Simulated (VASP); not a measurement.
Crystal: CdSe.

```
Cd Se
1.0
     0.00000    3.09841    3.09841
     3.09841    0.00000    3.09841
     3.09841    3.09841    0.00000
Cd Se
1 1
Cartesian
  0.0000 0.0000 0.0000
  4.6476 4.6476 4.6476
```

Measurements of this composition are mostly on another form, of space group No. 186.

| Property | Result |
| --- | --- |
| Program | VASP 6.6.1 |
| Task | relaxation of cell and atoms |
| Functional | LDA |
| Potentials or basis | VASP PAW LDA potentials, release 64 (Cd, Se) |
| Cutoff | 600 eV |
| k mesh | 10 × 10 × 10 |
| Occupations | gaussian, width 0.02 eV |
| Spin | no spin polarisation |

At the start: pressure -4.0 GPa; volume 29.75 Å³/atom.

**Question.** How do energy, volume and symmetry change on relaxing?

**Answer.** Over 3 steps the energy falls by 33.4 meV/atom and the volume is 27.31 Å³/atom (-8.2 %); space group F-43m (No. 216, to 0.05 Å).

The path:
| step | energy change (eV) | largest force (eV/Å) | pressure (GPa) | volume (Å³) |
| --- | --- | --- | --- | --- |
| 1 | 0.0000 | 0.0000 | -4.05 | 59.49 |
| 2 | -0.0603 | 0.0000 | 1.57 | 53.25 |
| 3 | -0.0668 | 0.0000 | 0.00 | 54.62 |

Final structure:
```cif
data_structure
_symmetry_space_group_name_H-M 'P 1'
_symmetry_Int_Tables_number 1
_cell_length_a 4.2587
_cell_length_b 4.2587
_cell_length_c 4.2587
_cell_angle_alpha 60.000
_cell_angle_beta 60.000
_cell_angle_gamma 60.000
_cell_volume 54.62
loop_
_atom_site_label
_atom_site_type_symbol
_atom_site_fract_x
_atom_site_fract_y
_atom_site_fract_z
_atom_site_occupancy
Cd1 Cd 0.00000 0.00000 0.00000 1
Se1 Se 0.75000 0.75000 0.75000 1
```
